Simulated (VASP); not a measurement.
# Ti(0001), as cut: electronic structure, part 2 of 3

Aim: model Ti(0001) by a slab and find how far its highest filled level lies below the vacuum.

VASP 6.6.1; PBE; plane waves and PAW (Ti).

So far. Step 2 (Vacuum level and density of states): The vacuum level lies 4.39 eV above the Fermi level at the upper face; both faces agree, as the slab has next to no dipole.

## Step 3: The slab in a field, field -0.05

A field across the slab, with the atoms held, gives the electronic response: the dipole changes linearly with the field, and the energy has a linear term from the slab's own dipole and a quadratic one from its polarisability.

Contents of INCAR:

```
SYSTEM = Ti
PREC = Normal
ENCUT = 300
EDIFF = 1E-06
NELM = 120
ISMEAR = -1
SIGMA = 0.1
LREAL = .FALSE.
ALGO = Fast
GGA = PE
NBANDS = 16
LASPH = .TRUE.
LORBIT = 11
LWAVE = .FALSE.
LCHARG = .FALSE.
KPAR = 2
IDIPOL = 3
LDIPOL = .TRUE.
DIPOL = 0.5 0.5 0.5
EFIELD = -0.05
LVHAR = .TRUE.
```

Contents of POSCAR:

```
Ti
1.0
    2.9500000000      0.0000000000      0.0000000000
    1.4750000000      2.5547749412      0.0000000000
    0.0000000000      0.0000000000     27.3692000000
Ti
5
Direct
    0.0000000000      0.0000000000      0.3288367946
    0.6666666667      0.6666666667      0.4144183973
    0.0000000000      0.0000000000      0.5000000000
    0.6666666667      0.6666666667      0.5855816027
    0.0000000000      0.0000000000      0.6711632054
```

Contents of KPOINTS:

```
Automatic mesh
0
Gamma
18 18 1
0 0 0
```

PAW data sets: Ti (PBE family, release 64).

Launch:

```bash
$ mpirun -np 2 vasp_std
```

The log of the run:

```text
[banner, memory and clock lines left out]
running    2 mpi-ranks, on    1 nodes
[...]
LDA part: xc-table for (Slater+PW92), standard interpolation
 POSCAR, INCAR and KPOINTS ok, starting setup
[...]
entering main loop
       N       E                     dE             d eps       ncg     rms          rms(c)
DAV:   1     0.586544207231E+02    0.58654E+02   -0.47305E+03  1184   0.619E+02
DAV:   2    -0.358012078148E+02   -0.94456E+02   -0.89678E+02  1384   0.168E+02
DAV:   3    -0.440192735530E+02   -0.82181E+01   -0.78382E+01  1872   0.494E+01
DAV:   4    -0.443351758064E+02   -0.31590E+00   -0.31269E+00  1800   0.110E+01
[...]
RMM:   8    -0.841843628166E+02   -0.29999E+02   -0.39578E+01  2024   0.464E+01    0.194E+01
RMM:   9    -0.427863783414E+02    0.41398E+02   -0.10287E+01  1651   0.258E+01    0.108E+01
RMM:  10    -0.387187461658E+02    0.40676E+01   -0.24360E+00  2128   0.116E+01    0.778E+00
[... 100 further cycles ...]
RMM: 111    -0.360394126832E+02    0.92810E-04    0.24753E-04  2154   0.128E-01    0.725E-02
RMM: 112    -0.360390988118E+02    0.31387E-03    0.27300E-03  2173   0.130E-01    0.679E-02
RMM: 113    -0.360391460221E+02   -0.47210E-04   -0.32374E-04  1756   0.112E-01    0.678E-02
RMM: 114    -0.360389179805E+02    0.22804E-03    0.24357E-03  1722   0.111E-01    0.781E-02
[...]
RMM: 118    -0.360385111725E+02    0.22554E-03    0.23299E-03  1548   0.100E-01    0.103E-01
RMM: 119    -0.360384753028E+02    0.35870E-04    0.12450E-04  1614   0.102E-01    0.964E-02
RMM: 120    -0.360382781238E+02    0.19718E-03    0.18965E-03  1576   0.976E-02
|                                                                             |
|           W    W    AA    RRRRR   N    N  II  N    N   GGGG   !!!           |
|           W    W   A  A   R    R  NN   N  II  NN   N  G    G  !!!           |
|           W    W  A    A  R    R  N N  N  II  N N  N  G       !!!           |
|           W WW W  AAAAAA  RRRRR   N  N N  II  N  N N  G  GGG   !            |
|           WW  WW  A    A  R   R   N   NN  II  N   NN  G    G                |
|           W    W  A    A  R    R  N    N  II  N    N   GGGG   !!!           |
|                                                                             |
|     The electronic self-consistency was not achieved in the given           |
|     number of steps (NELM). The forces and other quantities evaluated       |
|     might not be reliable so examine the results carefully. If you find     |
|     spurious results, we suggest increasing NELM, if you were close to      |
|     convergence or switching to a different ALGO or adjusting the           |
|     density mixing parameters otherwise.                                    |
|                                                                             |

   1 F= -.36038278E+02 E0= -.35905926E+02  d E =-.264704E+00
```

It took 2.5 min on 2 MPI ranks of Intel Xeon Platinum 8488C (Sapphire Rapids), shared host; peak memory 0.35 GiB.

Parts of OUTCAR (step 3):

```text
 dipolmoment           0.000000      0.000000     -0.039267 electrons x Angstroem

 k-point     1 :       0.0000    0.0000    0.0000
  band No.  band energies     occupation
    ...
      3      -5.2625      2.00000
      4      -4.3524      2.00000
      5      -3.8124      2.00000
      6      -1.1066      1.64452
      7      -0.8814      0.65500
      8      -0.7332      0.19909
      9      -0.5179      0.02536
     10      -0.5162      0.02493
     11      -0.5109      0.02367
     12      -0.4390      0.01160
    ...

  Total       -2.4837477     -2.4837477     -1.4366605      0.0000000      0.0000000      0.0000000
  in kB      -19.2921794    -19.2921794    -11.1590694      0.0000000      0.0000000      0.0000000
  external PRESSURE =     -16.5811427 kB  Pullay stress =       0.0000000 kB

 POSITION                                       TOTAL-FORCE (eV/Angst)
 -----------------------------------------------------------------------------------
      0.00000      0.00000      9.00000        -0.000000     -0.000000      0.396608
      2.95000      1.70318     11.34230         0.000000     -0.000000     -0.400295
      0.00000      0.00000     13.68460         0.000000      0.000000      0.024110
      2.95000      1.70318     16.02690         0.000000     -0.000000      0.215305
      0.00000      0.00000     18.36920        -0.000000     -0.000000     -0.235728
 -----------------------------------------------------------------------------------
    total drift:                               -0.000000     -0.000000      0.033461

  FREE ENERGIE OF THE ION-ELECTRON SYSTEM (eV)
  ---------------------------------------------------
  free  energy   TOTEN  =       -36.0382781238 eV

  energy  without entropy=      -35.7735738236  energy(sigma->0) =      -35.90592597

 vacuum level on the upper side and lower side of the slab         3.471         3.083

[... 7 parts as in an earlier step ...]

[... 12 further parts left out ...]
[key lines of the parts left out:]
E-fermi :  -0.9534
```

The electronic loop did not meet EDIFF within NELM cycles, so this run is left out of the comparison.

## Step 4: The slab in a field, field 0.05

INCAR, as its differences from that of step 3:

```diff
@@ -19,3 +19,3 @@
 DIPOL = 0.5 0.5 0.5
-EFIELD = -0.05
+EFIELD = 0.05
 LVHAR = .TRUE.
```

POSCAR is that of step 3.

KPOINTS is that of step 3.

Launch:

```bash
$ mpirun -np 2 vasp_std
```

The log of the run:

```text
[... set-up lines as in an earlier step ...]
 entering main loop
       N       E                     dE             d eps       ncg     rms          rms(c)
DAV:   1     0.586073171775E+02    0.58607E+02   -0.47311E+03  1184   0.619E+02
DAV:   2    -0.358246759670E+02   -0.94432E+02   -0.89612E+02  1384   0.168E+02
DAV:   3    -0.440225332215E+02   -0.81979E+01   -0.78134E+01  1888   0.493E+01
DAV:   4    -0.443341267778E+02   -0.31159E+00   -0.30670E+00  1800   0.110E+01
[...]
RMM:   8    -0.841686719587E+02   -0.31348E+02   -0.41828E+01  2029   0.471E+01    0.194E+01
RMM:   9    -0.416287720956E+02    0.42540E+02   -0.10265E+01  1611   0.254E+01    0.100E+01
RMM:  10    -0.385330179512E+02    0.30958E+01   -0.20710E+00  2125   0.107E+01    0.749E+00
[... 92 further cycles ...]
RMM: 103    -0.358403690101E+02   -0.70863E-04   -0.54818E-04  2011   0.102E-01    0.875E-02
RMM: 104    -0.358401560641E+02    0.21295E-03    0.18228E-03  1731   0.940E-02    0.853E-02
RMM: 105    -0.358401363534E+02    0.19711E-04   -0.11503E-04  1974   0.963E-02    0.786E-02
RMM: 106    -0.358399440201E+02    0.19233E-03    0.16691E-03  1983   0.958E-02    0.772E-02
[...]
RMM: 110    -0.358399114402E+02    0.42295E-04    0.10584E-03  2042   0.945E-02    0.115E-01
RMM: 111    -0.358407198509E+02   -0.80841E-03   -0.25263E-03  2367   0.149E-01    0.192E-01
RMM: 112    -0.358402164332E+02    0.50342E-03    0.36503E-03  2118   0.100E-01    0.195E-01
WARNING in EDDRMM: call to ZHEGV failed, returncode =   6  3      7
RMM: 113    -0.358404258391E+02   -0.20941E-03   -0.21758E-03  1789   0.869E-02    0.200E-01
RMM: 114    -0.358401516090E+02    0.27423E-03    0.27576E-03  1689   0.821E-02    0.210E-01
RMM: 115    -0.358402591314E+02   -0.10752E-03   -0.14552E-03  1623   0.794E-02    0.210E-01
RMM: 116    -0.358400756893E+02    0.18344E-03    0.18859E-03  1826   0.835E-02    0.216E-01
RMM: 117    -0.358401639395E+02   -0.88250E-04   -0.95269E-04  1612   0.764E-02    0.218E-01
RMM: 118    -0.358400074037E+02    0.15654E-03    0.15820E-03  1579   0.736E-02    0.224E-01
RMM: 119    -0.358400670526E+02   -0.59649E-04   -0.71174E-04  1569   0.730E-02    0.224E-01
RMM: 120    -0.358399304505E+02    0.13660E-03    0.13130E-03  1563   0.706E-02
 [... a notice as in an earlier step ...]

   1 F= -.35839930E+02 E0= -.35697827E+02  d E =-.284207E+00
```

The job ended after 3 min (2 MPI ranks; peak memory 0.34 GiB).

OUTCAR, selected parts (step 4):

```text
 dipolmoment           0.000000      0.000000      0.031433 electrons x Angstroem

 k-point     1 :       0.0000    0.0000    0.0000
  band No.  band energies     occupation
    ...
      3      -5.2751      2.00000
      4      -4.3395      2.00000
      5      -3.8000      2.00000
      6      -1.1180      1.73693
      7      -0.8499      0.62288
      8      -0.7007      0.18464
      9      -0.5056      0.02852
     10      -0.4771      0.02152
     11      -0.4696      0.01997
     12      -0.4359      0.01430
    ...

  Total       -2.0073580     -2.0073580     -1.4533991      0.0000000      0.0000000      0.0000000
  in kB      -15.5918860    -15.5918860    -11.2890843      0.0000000      0.0000000      0.0000000
  external PRESSURE =     -14.1576187 kB  Pullay stress =       0.0000000 kB

 POSITION                                       TOTAL-FORCE (eV/Angst)
 -----------------------------------------------------------------------------------
      0.00000      0.00000      9.00000        -0.000000     -0.000000      0.399587
      2.95000      1.70318     11.34230        -0.000000     -0.000000     -0.432045
      0.00000      0.00000     13.68460         0.000000      0.000000     -0.057910
      2.95000      1.70318     16.02690        -0.000000     -0.000000      0.347259
      0.00000      0.00000     18.36920        -0.000000     -0.000000     -0.256890
 -----------------------------------------------------------------------------------
    total drift:                                0.000001      0.000000     -0.106321

  FREE ENERGIE OF THE ION-ELECTRON SYSTEM (eV)
  ---------------------------------------------------
  free  energy   TOTEN  =       -35.8399304505 eV

  energy  without entropy=      -35.5557232988  energy(sigma->0) =      -35.69782687

 vacuum level on the upper side and lower side of the slab         2.986         3.553

[... 8 parts as in an earlier step ...]

[... 11 further parts left out ...]
[key lines of the parts left out:]
E-fermi :  -0.9292
```

The electronic loop did not meet EDIFF within NELM cycles, so this run is left out of the comparison.

## Step 5: The slab in a field, field 0.1

INCAR, as its differences from that of step 4:

```diff
@@ -19,3 +19,3 @@
 DIPOL = 0.5 0.5 0.5
-EFIELD = 0.05
+EFIELD = 0.1
 LVHAR = .TRUE.
```

POSCAR is that of step 4.

KPOINTS is that of step 4.

Launch:

```bash
$ mpirun -np 2 vasp_std
```

The log of the run:

```text
[... set-up lines as in an earlier step ...]
 entering main loop
       N       E                     dE             d eps       ncg     rms          rms(c)
DAV:   1     0.583368574587E+02    0.58337E+02   -0.47337E+03  1184   0.619E+02
DAV:   2    -0.360996487806E+02   -0.94437E+02   -0.89690E+02  1416   0.168E+02
DAV:   3    -0.442753933563E+02   -0.81757E+01   -0.77924E+01  1896   0.495E+01
DAV:   4    -0.445839712007E+02   -0.30858E+00   -0.30481E+00  1776   0.112E+01
[...]
RMM: 103    -0.366528294851E+02    0.11469E-03    0.10201E-03  1779   0.835E-02    0.591E-02
RMM: 104    -0.366527703511E+02    0.59134E-04    0.54457E-04  1721   0.804E-02    0.562E-02
RMM: 105    -0.366526849123E+02    0.85439E-04    0.87214E-04  1481   0.775E-02    0.575E-02
WARNING in EDDRMM: call to ZHEGV failed, returncode =   6  3     11
RMM: 106    -0.366526659866E+02    0.18926E-04    0.29727E-04  1751   0.837E-02    0.621E-02
RMM: 107    -0.366525908087E+02    0.75178E-04    0.77703E-04  1527   0.763E-02    0.639E-02
RMM: 108    -0.366525349605E+02    0.55848E-04    0.52695E-04  1383   0.729E-02    0.641E-02
RMM: 109    -0.366524640616E+02    0.70899E-04    0.70951E-04  1296   0.714E-02    0.650E-02
[...]
RMM: 118    -0.366522023457E+02    0.15179E-04    0.27155E-04  1796   0.787E-02    0.800E-02
RMM: 119    -0.366521157807E+02    0.86565E-04    0.68657E-04  1505   0.734E-02    0.784E-02
RMM: 120    -0.366521203394E+02   -0.45586E-05    0.18115E-04  1448   0.712E-02
 [... a notice as in an earlier step ...]

   1 F= -.36652120E+02 E0= -.36538294E+02  d E =-.227653E+00
```

The job ended after 3.1 min (2 MPI ranks; peak memory 0.34 GiB).

OUTCAR, selected parts (step 5):

```text
 dipolmoment           0.000000      0.000000      0.076067 electrons x Angstroem

 k-point     1 :       0.0000    0.0000    0.0000
  band No.  band energies     occupation
    ...
      3      -5.1963      2.00000
      4      -4.2759      2.00000
      5      -3.7215      2.00000
      6      -1.0520      1.69633
      7      -0.8229      0.72190
      8      -0.6708      0.21988
      9      -0.4441      0.02527
     10      -0.4312      0.02225
     11      -0.4038      0.01696
     12      -0.2744      0.00468
    ...

  Total       -3.1385201     -3.1385201     -2.3987223      0.0000000      0.0000000      0.0000000
  in kB      -24.3780371    -24.3780371    -18.6317556      0.0000000      0.0000000      0.0000000
  external PRESSURE =     -22.4626099 kB  Pullay stress =       0.0000000 kB

 POSITION                                       TOTAL-FORCE (eV/Angst)
 -----------------------------------------------------------------------------------
      0.00000      0.00000      9.00000        -0.000000     -0.000000      0.360667
      2.95000      1.70318     11.34230         0.000000      0.000000     -0.343887
      0.00000      0.00000     13.68460        -0.000000     -0.000000      0.053161
      2.95000      1.70318     16.02690         0.000000     -0.000000      0.381770
      0.00000      0.00000     18.36920        -0.000000     -0.000000     -0.451710
 -----------------------------------------------------------------------------------
    total drift:                                0.000001      0.000000     -0.019915

  FREE ENERGIE OF THE ION-ELECTRON SYSTEM (eV)
  ---------------------------------------------------
  free  energy   TOTEN  =       -36.6521203394 eV

  energy  without entropy=      -36.4244671966  energy(sigma->0) =      -36.53829377

 vacuum level on the upper side and lower side of the slab         2.801         3.596

[... 8 parts as in an earlier step ...]

[... 11 further parts left out ...]
[key lines of the parts left out:]
E-fermi :  -0.8800
```

The electronic loop did not meet EDIFF within NELM cycles, so this run is left out of the comparison.

## Step 6: Putting the energies together

This step: slab, PBE; plane waves and PAW (VASP 6.6.1).

No new run; the numbers come from the runs before.

[end of part 2 of 3]

[Lines on the potential files, build, host, timing and source positions are cut from VASP's logs without a mark.]

[Logs are printed without paths, hosts, clocks, repeated set-up lines and the standing remarks that a program may print on its own settings, such as how far it seeks lower states.]

[Hosts, paths, dates, database ids (printed as entryN), source tags and the programs' standing remarks are cut or masked in the printed files.]

[In band tables of VASP the shares of atoms and orbitals are scaled to a sum of 1 inside the atoms' spheres.]

[Runs that stopped without an error message from VASP are left out.]
